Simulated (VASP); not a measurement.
Input of a VASP 6.6.1 run:

POSCAR

```
Cr2O3                                   
1.0
    2.5164944724      1.4528987587      4.5362020716
   -2.5164944724      1.4528987587      4.5362020716
    0.0000000000     -2.9057975176      4.5362020716
  Cr              O             
     4     6
Direct
     0.3501192107154071    0.3501192107154071    0.3501192107154071
     0.1498807892845929    0.1498807892845929    0.1498807892845929
     0.6498807892845928    0.6498807892845928    0.6498807892845928
     0.8501192107154072    0.8501192107154072    0.8501192107154072
     0.5514571832755479    0.9485428167244521    0.2500000000000000
     0.2500000000000142    0.5514571832755693    0.9485428167244165
     0.9485428167244307    0.2499999999999858    0.5514571832755835
     0.4485428167244521    0.0514571832755479    0.7500000000000000
     0.7499999999999858    0.4485428167244307    0.0514571832755835
     0.0514571832755693    0.7500000000000142    0.4485428167244165
```

INCAR.step1

```
SYSTEM = Cr2O3
  PREC = Accurate
  ENCUT = 520
  EDIFF = 1E-6
  ISMEAR = 1
  SIGMA = 0.1
  LREAL = .False.
  LASPH = .True.
  NELM = 150
  ALGO = Normal
  ISIF = 2
  LWAVE = .False.
  LCHARG = .True.
  ISPIN = 2
  MAGMOM = 3 3 3 3 0 0 0 0 0 0
  LMAXMIX = 4
  GGA = PE
  NBANDS = 57
  AMIX = 0.2
  BMIX = 1E-4
  AMIX_MAG = 0.8
  BMIX_MAG = 1E-4
  KPAR = 4
```

Contents of KPOINTS.step1:

```
regular mesh
0
Gamma
  9 9 9
  0 0 0
```

Contents of INCAR.step2:

```
SYSTEM = Cr2O3
  PREC = Accurate
  ENCUT = 520
  EDIFF = 1E-6
  ISMEAR = -5
  SIGMA = 0.1
  LREAL = .False.
  LASPH = .True.
  NELM = 150
  ALGO = Normal
  ISIF = 2
  LWAVE = .False.
  LCHARG = .False.
  ISPIN = 2
  MAGMOM = 3 3 3 3 0 0 0 0 0 0
  LORBIT = 11
  LMAXMIX = 4
  GGA = PE
  NBANDS = 57
  AMIX = 0.2
  BMIX = 1E-4
  AMIX_MAG = 0.8
  BMIX_MAG = 1E-4
  KPAR = 4
  NEDOS = 1001
  ICHARG = 11
```

File KPOINTS.step2:

```
regular mesh
0
Gamma
  14 14 14
  0 0 0
```

Potentials or basis: VASP PAW PBE potentials, release 64 (Cr_pv, O).

The run is started by

```sh
$ cat potpaw_PBE.64/Cr_pv/POTCAR potpaw_PBE.64/O/POTCAR > POTCAR
$ cp INCAR.step1 INCAR
$ cp KPOINTS.step1 KPOINTS
$ mpirun -np 4 vasp_std > vasp.out
$ cp INCAR.step2 INCAR
$ cp KPOINTS.step2 KPOINTS
$ mpirun -np 4 vasp_std > vasp.out
```

(1) What does it give for the site moments?

(2) What does it give for the net moment?

Answers

(1) Cr +2.88; O -0.01 μB.

(2) 12.00 μB per cell.
